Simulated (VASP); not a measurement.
Here is the system:

```
SnO2
1.0
    4.89821     0.00000     0.00000
    0.00000     4.89821     0.00000
    0.00000     0.00000     3.30591
Sn O
2 4
Direct
  0.00000   0.00000   0.00000
  0.50000   0.50000   0.50000
  0.30656   0.30656   0.00000
  0.80656   0.19344   0.50000
  0.19344   0.80656   0.50000
  0.69344   0.69344   0.00000
```

Method: vdW-DF2, VASP's PBE PAW potentials (set 64) (plane waves; VASP). Settings: 520 eV cut-off, 5×5×7 Γ-centred mesh, Gaussian smearing of 0.050 eV, potentials Sn_d O.

Unless said otherwise, spin-orbit coupling is left out, though it shifts the bands of the heavy elements here.

Question: Predict the energy per atom (σ→0), band gap (on the k-mesh) with the smallest direct gap where there is one.

Answer: 
- band gap (on the k-mesh): 0.14 eV
- smallest direct gap (on the k-mesh): 0.14 eV
- energy per atom (σ→0): -3.919 eV/atom

Only differences to runs with the same potentials and settings are physical.

The compound is SnO2 in the rutile structure. It was relaxed first, which changed the volume by +11 %.
